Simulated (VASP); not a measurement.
Consider the following.

```
GaP
1.0
    0.00000     2.74864     2.74864
    2.74864     0.00000     2.74864
    2.74864     2.74864     0.00000
Ga P
1 1
Direct
  0.00000   0.00000   0.00000
  0.25000   0.25000   0.25000
```

These are RPBE GGA, VASP's PBE PAW potentials (set 64) (plane waves; VASP) values and carry that method's errors. Run with 520 eV cut-off, 8×8×8 Γ-centred mesh, Gaussian smearing of 0.050 eV, potentials Ga_d P.

Problem. Give the stress tensor in GPa (positive for a compressed cell).

Solution. 
```
2.32  0.00  0.00
0.00  2.32  0.00
0.00  0.00  2.32
```
The pressure is its mean diagonal, 2.32 GPa.

The compound is GaP in the zinc blende structure. This cell is one point of a volume scan, at 0.97 of the reference volume.
